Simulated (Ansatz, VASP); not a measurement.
# Cross-check of CsPbCl3 between VASP and Ansatz

Aim: how closely do two programs agree when they are given the same cell, functional and k mesh?

Calculated with Ansatz 0.2.0; plane waves, with VASP 6.6.1 beside it; single point at PBE.

## (1) Starting point

The structure is cubic, space group Pm-3m (No. 221). The conventional cell has a = 5.605 Å, b = 5.605 Å, c = 5.605 Å, α = 90.00°, β = 90.00°, γ = 90.00°. Nearest to Pb lie 6 Cl at 2.80 Å. Nearest to Cs lie 12 Cl at 3.96 Å. Cl has 2 Pb at 2.80 Å and 4 Cs at 3.96 Å nearest. Farther neighbours and most contacts between anions are not listed.

## (2) VASP: single point, PBE

With cell and atoms fixed, the geometry can't cause a difference; cores, projectors, grids and the points listed under the comparison can.

Lines of VASP's logs that name or quote its potential files are left out, and so is its time.

INCAR reads:

```
SYSTEM = CsPbCl3
PREC = Accurate
ENCUT = 400
EDIFF = 1E-07
NELM = 100
ISMEAR = 0
SIGMA = 0.01
LREAL = .FALSE.
ALGO = Normal
GGA = PE
NBANDS = 28
LORBIT = 11
LWAVE = .FALSE.
LCHARG = .FALSE.
KPAR = 2
```

POSCAR reads:

```
CsPbCl3
1.0
    5.6050000000      0.0000000000      0.0000000000
    0.0000000000      5.6050000000      0.0000000000
    0.0000000000      0.0000000000      5.6050000000
Pb Cs Cl
1 1 3
Direct
    0.5000000000      0.5000000000      0.5000000000
    0.0000000000      0.0000000000      0.0000000000
    0.5000000000      0.5000000000      0.0000000000
    0.0000000000      0.5000000000      0.5000000000
    0.5000000000      0.0000000000      0.5000000000
```

KPOINTS reads:

```
Automatic mesh
0
Gamma
4 4 4
0 0 0
```

Potentials, in the order of the species: Pb_d, Cs_sv and Cl (PBE family, release 64).

Launch:

```
$ mpirun -np 2 vasp_std
```

Numbers of over 12 decimals in the logs are rounded to 6 here.

Output:

```text
[banner, memory and clock lines left out]
running    2 mpi-ranks, on    1 nodes
 distrk:  each k-point on    1 cores,    2 groups
 distr:  one band on    1 cores,    1 groups

 POSCAR found type information on POSCAR PbCsCl
 POSCAR found :  3 types and       5 ions
 LDA part: xc-table for (Slater+PW92), standard interpolation
 POSCAR, INCAR and KPOINTS ok, starting setup
 FFT: planning ... GRIDC
 FFT: planning ... GRID_SOFT
 FFT: planning ... GRID
 WAVECAR not read
 entering main loop
       N       E                     dE             d eps       ncg     rms          rms(c)
DAV:   1     0.380012980361E+03    0.38001E+03   -0.17134E+04   560   0.118E+03
DAV:   2     0.246655467780E+02   -0.35535E+03   -0.34414E+03   700   0.307E+02
DAV:   3    -0.166628167299E+02   -0.41328E+02   -0.40982E+02   668   0.114E+02
DAV:   4    -0.182970692348E+02   -0.16343E+01   -0.16310E+01   784   0.291E+01
DAV:   5    -0.183322596696E+02   -0.35190E-01   -0.35184E-01   732   0.347E+00    0.536E+00
DAV:   6    -0.175034535049E+02    0.82881E+00   -0.16335E+00   776   0.129E+01    0.350E+00
DAV:   7    -0.174641128435E+02    0.39341E-01   -0.62703E-01   828   0.467E+00    0.188E+00
DAV:   8    -0.174786041014E+02   -0.14491E-01   -0.77968E-02   800   0.236E+00    0.258E-01
DAV:   9    -0.174771630034E+02    0.14411E-02   -0.17337E-02   836   0.107E+00    0.128E-01
DAV:  10    -0.174776791887E+02   -0.51619E-03   -0.18351E-03   672   0.256E-01    0.508E-02
DAV:  11    -0.174777619047E+02   -0.82716E-04   -0.17525E-04   756   0.110E-01    0.138E-02
DAV:  12    -0.174777649273E+02   -0.30226E-05   -0.30691E-05   756   0.688E-02    0.582E-03
DAV:  13    -0.174777647707E+02    0.15657E-06   -0.30488E-06   792   0.149E-02    0.206E-03
DAV:  14    -0.174777649243E+02   -0.15359E-06   -0.56135E-07   620   0.628E-03    0.716E-04
DAV:  15    -0.174777649164E+02    0.78485E-08   -0.21618E-08   444   0.138E-03
   1 F= -.17477765E+02 E0= -.17477765E+02  d E =-.216583E-22
```

OUTCAR, selected parts (step 2):

```text
ion  position               nearest neighbor table
   1  0.500  0.500  0.500-   3 2.80   4 2.80   5 2.80   3 2.80   5 2.80   4 2.80
   2  0.000  0.000  0.000-
   3  0.500  0.500  0.000-   1 2.80   1 2.80
   4  0.000  0.500  0.500-   1 2.80   1 2.80
   5  0.500  0.000  0.500-   1 2.80   1 2.80

  LATTYP: Found a simple cubic cell.
 ALAT       =     5.6050000000

 Subroutine GETGRP returns: Found 48 space group operations
 (whereof 48 operations were pure point group operations)

The static configuration has the point symmetry O_h .

 Found     10 irreducible k-points:

   k-points           NKPTS =     10   k-points in BZ     NKDIM =     10   number of bands    NBANDS=     28

   dimension x,y,z NGX =    40 NGY =   40 NGZ =   40
   dimension x,y,z NGXF=    80 NGYF=   80 NGZF=   80

   ENCUT  =  400.0 eV  29.40 Ry    5.42 a.u.   9.14  9.14  9.14*2*pi/ulx,y,z

   NELECT =      44.0000    total number of electrons

 k-points in reciprocal lattice and weights: Automatic mesh
   0.00000000  0.00000000  0.00000000       0.016
   0.25000000  0.00000000  0.00000000       0.094
   0.50000000  0.00000000  0.00000000       0.047
   0.25000000  0.25000000  0.00000000       0.188
   0.50000000  0.25000000  0.00000000       0.188
   0.50000000  0.50000000  0.00000000       0.047
   0.25000000  0.25000000  0.25000000       0.125
   0.50000000  0.25000000  0.25000000       0.188
   0.50000000  0.50000000  0.25000000       0.094
   0.50000000  0.50000000  0.50000000       0.016

 average (electrostatic) potential at core
       1 -95.3258       2 -49.3282       3 -93.3947       4 -93.3947       5 -93.3947

 E-fermi :   1.8728

 k-point     1 :       0.0000    0.0000    0.0000
  band No.  band energies     occupation
    ...
     18      -0.8372      2.00000
     19      -0.8372      2.00000
     20      -0.7305      2.00000
     21      -0.7305      2.00000
     22      -0.7305      2.00000
     23       5.1473      0.00000
     24       6.0869      0.00000
     25       6.0869      0.00000
     26       7.0053      0.00000
     27       7.0053      0.00000
    ...

 k-point     2 :       0.2500    0.0000    0.0000
  band No.  band energies     occupation
    ...
     18      -0.8867      2.00000
     19      -0.8867      2.00000
     20      -0.7855      2.00000
     21      -0.7855      2.00000
     22      -0.6321      2.00000
     23       5.6516      0.00000
     24       6.4380      0.00000
     25       6.4924      0.00000
     26       6.6441      0.00000
     27       7.1363      0.00000
    ...

 k-point     3 :       0.5000    0.0000    0.0000
  band No.  band energies     occupation
    ...
     18      -0.9357      2.00000
     19      -0.9357      2.00000
     20      -0.8415      2.00000
     21      -0.8415      2.00000
     22       0.1158      2.00000
     23       4.8352      0.00000
     24       6.4890      0.00000
     25       6.9956      0.00000
     26       7.1401      0.00000
     27       7.1402      0.00000
    ...

  Total        1.9768271      1.9768271      1.9768271     -0.0000000      0.0000000     -0.0000000
  in kB       17.9867385     17.9867385     17.9867385     -0.0000000      0.0000000     -0.0000000
  external PRESSURE =      17.9867385 kB  Pullay stress =       0.0000000 kB

  energy-cutoff  :      400.00
  volume of cell :      176.09
      direct lattice vectors                 reciprocal lattice vectors
     5.605000000  0.000000000  0.000000000     0.178412132  0.000000000  0.000000000
     0.000000000  5.605000000  0.000000000     0.000000000  0.178412132  0.000000000
     0.000000000  0.000000000  5.605000000     0.000000000  0.000000000  0.178412132

 POSITION                                       TOTAL-FORCE (eV/Angst)
 -----------------------------------------------------------------------------------
      2.80250      2.80250      2.80250         0.000000      0.000000      0.000000
      0.00000      0.00000      0.00000         0.000000      0.000000      0.000000
      2.80250      2.80250      0.00000         0.000000      0.000000      0.000000
      0.00000      2.80250      2.80250         0.000000      0.000000      0.000000
      2.80250      0.00000      2.80250         0.000000      0.000000      0.000000
 -----------------------------------------------------------------------------------
    total drift:                                0.000000      0.000000     -0.000000

  FREE ENERGIE OF THE ION-ELECTRON SYSTEM (eV)
  ---------------------------------------------------
  free  energy   TOTEN  =       -17.4777649164 eV

  energy  without entropy=      -17.4777649164  energy(sigma->0) =      -17.47776492

 total charge
# of ion       s       p       d       tot
------------------------------------------
    1        1.523   0.437   9.862  11.822
    2        1.839   4.714   0.011   6.564
    3        1.600   3.532   0.000   5.132
    4        1.600   3.532   0.000   5.132
    5        1.600   3.532   0.000   5.132
--------------------------------------------------
tot          8.161  15.746   9.873  33.781

[... 3 further parts left out ...]
```

The run ends at a pressure of 1.80 GPa.

## (3) Ansatz: single point, PBE

Ansatz runs on its default PAW (the set named soft_2) files.

The same cell, functional, mesh and smearing now go to Ansatz, which takes its cutoff from its data sets.

input.yaml reads:

```yaml
crystal:
  lattice:
    - [5.605, 0.0, 0.0]
    - [0.0, 5.605, 0.0]
    - [0.0, 0.0, 5.605]
  atoms:
    - { symbol: Pb, position: [0.5, 0.5, 0.5] }
    - { symbol: Cs, position: [0.0, 0.0, 0.0] }
    - { symbol: Cl, position: [0.5, 0.5, 0.0] }
    - { symbol: Cl, position: [0.0, 0.5, 0.5] }
    - { symbol: Cl, position: [0.5, 0.0, 0.5] }
hamiltonian:
  xc: pbe
  pseudopotentials: { kind: paw }
kpoints:
  mp_grid: { grid: [4, 4, 4] }
scf:
  occupations: { method: gaussian, width: 0.01 }
  n_extra_bands: 5
output:
  forces: true
  stress: true
  eigenvalues: true
  write_density: true
  write_potential: true
  elf: true
  volumetric_format: npy
```

Launch:

```
$ ansatz run input.yaml --threads 2 --pin off --max-ram 4608MiB --backend cpu --events-out ev --progress --plain --runs-dir out
```

Output:

```text
scf.n_extra_bands = 5 over 22 filled bands (N_el = 44.0): the run solves 27 bands
Engine: ansatz 0.2.0, aarch64-unknown-linux-gnu
Pseudopotentials: kind: paw
Pseudopotential: Pb, paw, valence charge 14, recommended cutoff 420 eV (normal), Pb.paw.azcp
Pseudopotential: Cs, paw, valence charge 9, recommended cutoff 420 eV (normal), Cs.paw.azcp
Pseudopotential: Cl, paw, valence charge 7, recommended cutoff 420 eV (normal), Cl.paw.azcp
Functional definition: PBE
  parameter kappa = 0.804
  parameter beta = 0.066725
  exchange = pbe_x(kappa = kappa, mu = beta*pi^2/3)
  correlation = pbe_c(beta = beta)
Crystal: 5 atoms, lattice volume = 176.087 Å³
Basis set: ecut = 420 eV, 3407 PW (Γ), exchange–correlation on 80×80×80 points (8 copies of the dense FFT grid, shifted against one another)
Bands: 27, of which v1, the nominal top of the filled ones, is band 22 counted from 1 (21 counted from 0)
Symmetry: 48 space group operations
Space group: Pm-3m (ITA 221), of the structure as read, at distance tolerance 5.6e-5 Å
k-points: 10 of 64
Non-local potential: Pb, projectors of the file, l = 0: 2, l = 1: 2, l = 2: 2, l = 3: 2
Non-local potential: Cs, projectors of the file, l = 0: 3, l = 1: 2, l = 2: 2, l = 3: 2
Non-local potential: Cl, projectors of the file, l = 0: 2, l = 1: 2, l = 2: 2
PAW form: soft (Blöchl's): semilocal exchange-correlation on the pseudo side does not see the compensation charge
PAW one-centre angular grid: Pb, 590 points (default); XC on 64 Gauss nodes
PAW one-centre angular grid: Cs, 194 points (default); XC on 64 Gauss nodes
PAW one-centre angular grid: Cl, 110 points (default); XC on 64 Gauss nodes
Initial density: superposition of atomic densities (neutral atoms: chi_scale 0, normalization atom), corrected by the library's trained network
Initial wavefunctions: pseudopotential atomic-orbital guess
Functional: x = pbe(κ = 0.804, μ = 0.219515), c = pbe(β = 0.066725)
SCF iter   1: F=—  HF=-20823.255400 eV  |F-HF|=—  |Δ(HF+E_count)|=         —  Δρ=5.17e-4  dr2=6.18e-4  ethr=1.77e-3  ⟨swp⟩=8.8  Hψ=1424  notcnv=0
preconditioner: auto → Resta (q_TF=auto, 2.165 Å⁻¹)  ε∞=2.9  [insulator: Δε(μ)=1.936 eV  Ē_g=13.252 eV  σ=0.010 eV  W_gap=1.00  n_scr=26 (ndim 8)  ℏωp=18.1 eV  f_vac=0.062  D(μ)=0.00/eV (n_scr^D=0)  ε∞_Penn≈2.9]
SCF iter   2: F=—  HF=-20823.254539 eV  |F-HF|=—  |Δ(HF+E_count)|=   8.61e-4  Δρ=2.52e-4  dr2=1.17e-4  ethr=1.41e-6  ⟨swp⟩=2.9  Hψ=759  notcnv=0  defer=10
SCF iter   3: F=—  HF=-20823.254571 eV  |F-HF|=—  |Δ(HF+E_count)|=   3.23e-5  Δρ=9.21e-5  dr2=1.06e-5  ethr=2.66e-7  ⟨swp⟩=2.0  Hψ=491  notcnv=0  defer=10
SCF iter   4: F=—  HF=-20823.254565 eV  |F-HF|=—  |Δ(HF+E_count)|=   6.07e-6  Δρ=2.96e-5  dr2=1.25e-6  ethr=2.42e-8  ⟨swp⟩=2.4  Hψ=437  notcnv=0  defer=10
iter 5 did not close the SCF: its close was put off for the readings that it lacked (scf_convergence_deferred on its scf_iter line)
SCF iter   5: F=-20823.254568 eV  HF=-20823.254568 eV  |F-HF|=5.53e-8  |Δ(HF+E_count)|=   2.87e-6  Δρ=4.86e-6  dr2=3.73e-8  ethr=2.84e-9  ⟨swp⟩=2.0  Hψ=452  notcnv=0  defer=10
SCF iter   6: F=-20823.254568 eV  HF=-20823.254568 eV  |F-HF|=7.02e-10  |Δ(HF+E_count)|=   6.98e-8  Δρ=6.79e-7  dr2=1.34e-9  ethr=8.48e-11  ⟨swp⟩=11.0  Hψ=1997  notcnv=0
SCF 1 converged in 6 iterations: F = -20823.254568 eV  dr2 = 1.34e-9
  greatest PAW one-centre occupation: 0.983 electrons in one spin orbital (limit 2), on the Pb atom at site 0 (counted from 0), in its partial waves of l = 2
SCF converged after 6 iterations
Free energy (F): -20823.254568 eV
Harris-Foulkes:  -20823.254568 eV  (|F-HF|=7.02e-10)
Internal energy: -20823.254568 eV  (E = F + TS)
E sigma→0 (E₀):  -20823.254568 eV
Fermi energy:    5.085268 eV
--- Per-component energies (eV) ---
  E_band       = -234.021246
  E_kinetic    = 913.644411
  E_local      = -2668.271423  (includes V_loc(G=0)·N_el)
  E_nonlocal   = 465.775451
  E_hartree    = 1011.036811
  E_xc         = -718.582021
  E_vxc        = -627.253550  (∫ρ·V_xc dr)
  E_paw        = -17446.658811  (= ΣΔE_a)
  E_vpaw       = -339.989127  (= ΣTr[D̂ρ^β])
  E_aug_tail   = 0.000317  (compensation charges beyond the density's cutoff)
  E_ewald      = -2380.199303
  E_smearing   = -0.000000  (= −TS)
  E_closure    = -0.000000  (closes the sum)
  Σ components = -20823.254568   (vs F -20823.254568, Δ=0.00e0)
--- Forces (eV/Å), atoms counted from 1 ---
  atom   1  Pb     0.00000000    -0.00000000    -0.00000000
  atom   2  Cs    -0.00000000     0.00000000     0.00000000
  atom   3  Cl    -0.00000000    -0.00000000    -0.00000000
  atom   4  Cl     0.00000000     0.00000000     0.00000000
  atom   5  Cl     0.00000000    -0.00000000     0.00000000
  max |Σ_I F_I| component: 1.57e-28 eV/Å
--- Stress (GPa, compression-positive) ---
        1.856804       0.000000       0.000000
        0.000000       1.856804       0.000000
        0.000000       0.000000       1.856804
  P = ⅓ Tr σ = 1.8568 GPa (18.568 kbar)
--- Band table (eV; the first three rows and the last of 10) ---
  k-point 0: bands = [... 18 lower, 1.4707, 1.5782, 1.5782, 1.5782, 7.4573, 8.3925, 8.3925, 9.3016, ... 1 higher]
  k-point 1: bands = [... 18 lower, 1.4216, 1.5233, 1.5233, 1.6771, 7.9621, 8.7425, 8.7969, 8.9438, ... 1 higher]
  k-point 2: bands = [... 18 lower, 1.3729, 1.4678, 1.4678, 2.4264, 7.1388, 8.7951, 9.3023, 9.4428, ... 1 higher]
  k-point 9: bands = [... 18 lower, 1.8981, 1.8981, 1.8981, 4.1221, 6.0485, 6.0485, 6.0485, 9.2141, ... 1 higher]
```

It took 2.3 s on 2 threads of Arm Neoverse V1, shared host; peak memory 0.44 GiB.

The run ends at a pressure of 1.86 GPa.

## (4) Side by side

Known differences besides the potentials themselves: the cutoff is 420 eV in Ansatz and 400 eV in VASP; VASP leaves aspherical gradient terms in its spheres out (LASPH is not set), Ansatz keeps them. Total energies have different zeros and are not compared.

The two programs side by side:

```csv
quantity,Ansatz,VASP,difference
pressure (GPa),1.86,1.80,+0.06
gap on the k mesh (eV),1.926,1.937,-0.010
```

A gap on the mesh is an upper bound, since the band edges may lie between its points; neither run holds spin-orbit coupling, which can move the band edges of a compound of Pb.

## (5) Outcome

| Item | Value |
| --- | --- |
| difference in gap on the k mesh (single point, PBE) | -0.010 eV |

In words: The difference in gap on the k mesh is -0.010 eV (single point, PBE), within the 0.08 eV picked in this series as the mark of a large difference. 1 further run of this series is not shown here. Such differences can come from data sets, numerical settings and the points named under the comparisons, not from the functional's error against experiment.

[Lines on the potential files, build, host, timing and source positions are cut from VASP's logs without a mark.]

[Logs are printed without paths, hosts, clocks, repeated set-up lines and the standing remarks that a program may print on its own settings, such as how far it seeks lower states.]

[Hosts, paths, dates, database ids (printed as entryN), source tags and the programs' standing remarks are cut or masked in the printed files.]
